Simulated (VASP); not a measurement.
Here is the system:

```yaml
crystal:
  lattice:
    - [1.78000, -3.08305, 0.00000]
    - [1.78000, 3.08305, 0.00000]
    - [0.00000, 0.00000, 5.59000]
  atoms:
    - { symbol: Er, position: [0.33333, 0.66667, 0.25000] }
    - { symbol: Er, position: [0.66667, 0.33333, 0.75000] }
```

All values below come from PBE GGA, VASP's PBE PAW potentials (set 64) (plane waves; VASP). Run with 400 eV cut-off, 9×9×5 Γ-centred mesh, first-order Methfessel-Paxton smearing of 0.10 eV, potentials Er_3.

The 4f electrons are frozen in the core of the lanthanide potential, so 4f levels, which can set the real gap, and their magnetism are missing.

Problem. Estimate the energy per atom (σ→0), band gap (on the k-mesh) with the smallest direct gap where there is one.

Solution. 
```
Item                                                        Result
------------------------  ----------------------------------------
band gap (on the k-mesh)  none (metal, semimetal or under 0.01 eV)
energy per atom (σ→0)                               -4.495 eV/atom
```

The absolute energy has meaning only against runs of the same code, potentials and settings.

The compound is Er in the hcp structure. The cell was not relaxed at this level.
